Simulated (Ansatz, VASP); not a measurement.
Li4BeNbP3 in VASP and in Ansatz

Contents of INCAR:

```
PREC = Accurate ; ENCUT = 520
EDIFF = 1E-6 ; ISMEAR = 0
SIGMA = 0.1 ; LREAL = F
LASPH = T ; NELM = 100
ALGO = Normal ; ISIF = 2
LWAVE = F ; LCHARG = F
GGA = PE ; NBANDS = 31
```

File KPOINTS:

```
Automatic mesh
0
Gamma
  4 4 4
```

POSCAR

```
Li4BeNbP3
1.0
    5.1317109700      0.0000000000      0.0000000000
    0.0000000000      5.1317109700      0.0000000000
    0.0000000000      0.0000000000      5.1317109700
Li Be Nb P
4 1 1 3
Direct
    0.2312739900      0.2312739900      0.2312739900
    0.7687260100      0.7687260100      0.2312739900
    0.2312739900      0.7687260100      0.7687260100
    0.7687260100      0.2312739900      0.7687260100
    0.5000000000      0.5000000000      0.5000000000
    0.0000000000      0.0000000000      0.0000000000
    0.0000000000      0.5000000000      0.0000000000
    0.0000000000      0.0000000000      0.5000000000
    0.5000000000      0.0000000000      0.0000000000
```

Input for Ansatz:

```yaml
crystal:
  lattice:
    - [5.13171097, 0.0, 0.0]
    - [0.0, 5.13171097, 0.0]
    - [0.0, 0.0, 5.13171097]
  atoms:
    - { symbol: Li, position: [0.23127399, 0.23127399, 0.23127399] }
    - { symbol: Li, position: [0.76872601, 0.76872601, 0.23127399] }
    - { symbol: Li, position: [0.23127399, 0.76872601, 0.76872601] }
    - { symbol: Li, position: [0.76872601, 0.23127399, 0.76872601] }
    - { symbol: Be, position: [0.5, 0.5, 0.5] }
    - { symbol: Nb, position: [0.0, 0.0, 0.0] }
    - { symbol: P, position: [0.0, 0.5, 0.0] }
    - { symbol: P, position: [0.0, 0.0, 0.5] }
    - { symbol: P, position: [0.5, 0.0, 0.0] }
basis:
  ecutwfc: 420
kpoints:
  mp_grid: { grid: [4, 4, 4] }
hamiltonian:
  xc: pbe
scf:
  occupations: { method: gaussian, width: 0.1 }
  lower_state_search: "off"
output:
  forces: true
  stress: true
  eigenvalues: true
```

Change from the starting cell: species swapped into the Cu3NiHgSe4 type (P-43m, No. 215).

Alike in both runs: task single point; functional PBE; k mesh 4 × 4 × 4; occupations gaussian, width 0.1 eV; no spin polarisation.

|  | VASP | Ansatz |
| --- | --- | --- |
| version | VASP 6.6.1 | Ansatz 0.2.0 |
| potentials or method | VASP PAW PBE potentials, release 64 (Li_sv, Be, Nb_sv, P) | scalar-relativistic, plane waves, PAW |
| plane-wave cutoff (eV) | 520 | 420 |
| valence electrons in the cell | 42 | 42 |

Ansatz gave:

- gap on the k mesh at the Fermi level (eV): none
- rms of the force components (eV/Å): 1.890

Question: Which values does VASP return?

Answer: gap on the k mesh at the Fermi level (eV): none; rms of the force components (eV/Å): 1.899.

Atom by atom the forces differ by 0.008 eV/Å (rms over components). A gap of «none» marks a metal or a gap that the smearing closes.

Caveats: forces of over 1 eV/Å show positions far from the minimum, so gaps and moduli don't describe the material at rest.
